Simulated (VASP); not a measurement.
Data:

```yaml
crystal:
  lattice:
    - [0.00000, 2.69500, 2.69500]
    - [2.69500, 0.00000, 2.69500]
    - [2.69500, 2.69500, 0.00000]
  atoms:
    - { symbol: Cd, position: [0.00000, 0.00000, 0.00000] }
    - { symbol: F, position: [0.25000, 0.25000, 0.25000] }
    - { symbol: F, position: [0.75000, 0.75000, 0.75000] }
```

All values below come from PBE GGA, VASP's PBE PAW potentials (set 64) (plane waves; VASP 6.6.1). Numerical set-up: 520 eV cut-off, 6×6×6 Γ-centred mesh, Gaussian smearing of 0.050 eV, potentials Cd F.

Task: Estimate the energy per atom (σ→0), pressure.

Result: 
```json
{
 "energy per atom (σ→0)": "-3.620 eV/atom",
 "pressure": "6.07 GPa"
}
```

The absolute energy has meaning only against runs of the same code, potentials and settings.

The compound is CdF2 in the fluorite structure. The cell was not relaxed at this level.
